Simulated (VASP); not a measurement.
Crystal: Ga3BiO4.

```xyz
8
Lattice="3.5000 0.0000 0.0000 -1.7500 3.0311 0.0000 0.0000 0.0000 11.0000" Properties=species:S:1:pos:R:3 pbc="T T T"
Ga    0.0000    2.0207    3.3000
Ga    1.7500    1.0104    7.7000
Ga    0.0000    0.0000    5.5000
Bi    0.0000    0.0000    0.0000
O     0.0000    2.0207    1.3970
O     1.7500    1.0104    9.6030
O     1.7500    1.0104    4.5100
O     0.0000    2.0207    6.4900
```

The cell was built by a generator and needn't be a form met in nature.

* Program: VASP 6.6.1
* Task: relaxation of cell and atoms
* Functional: PBE
* Potentials or basis: VASP PAW PBE potentials, release 64 (Ga_d, Bi_d, O)
* Cutoff: 520 eV
* k mesh: 5 × 5 × 2
* Occupations: gaussian, width 0.15 eV
* Spin: no spin polarisation

At the start: pressure 4.7 GPa; volume 14.59 Å³/atom.

Q: How do energy, volume and symmetry change on relaxing?

A: Over 19 steps the energy falls by 150.6 meV/atom and the volume is 15.07 Å³/atom (+3.3 %); space group P-3m1 (No. 164, to 0.05 Å).

The path:
```
step  energy change (eV)  largest force (eV/Å)  pressure (GPa)  volume (Å³)
   1              0.0000                0.4538            4.75       116.70
   2             -0.1476                0.6444           -2.18       124.11
   3             -0.1516                0.6029           -1.27       122.93
   4             -0.2158                0.5751           -0.82       122.31
   5             -0.3228                0.5928            0.06       120.84
   6             -0.3668                1.5518            2.01       117.57
   7             -0.3815                1.1697            1.25       118.86
   8             -0.4285                1.3684            1.13       118.97
   9             -0.5838                1.8240            0.39       119.27
  10             -0.7680                1.8888           -1.12       119.65
  11             -0.8819                1.5259           -0.72       119.19
  12             -0.9301                1.1669           -0.09       118.79
  13             -0.9359                0.9880            0.35       118.60
  14             -1.0183                0.7980            0.30       118.89
  15             -1.1699                0.4382            0.15       119.71
  16             -1.0853                0.7774            0.27       121.19
  17             -1.1944                0.3222            0.17       120.23
  18             -1.1942                0.2420            0.15       120.27
  19             -1.2051                0.0653           -0.39       120.59
```

Final structure:
```
Ga Bi O
1.0
     3.28967    0.00000    0.00000
    -1.64483    2.84894    0.00000
     0.00000    0.00000   12.86713
Ga Bi O
3 1 4
Direct
  0.33333 0.66667 0.27107
  0.66667 0.33333 0.72893
  0.00000 0.00000 0.50000
  0.00000 0.00000 0.00000
  0.33333 0.66667 0.11150
  0.66667 0.33333 0.88850
  0.66667 0.33333 0.42546
  0.33333 0.66667 0.57454
```
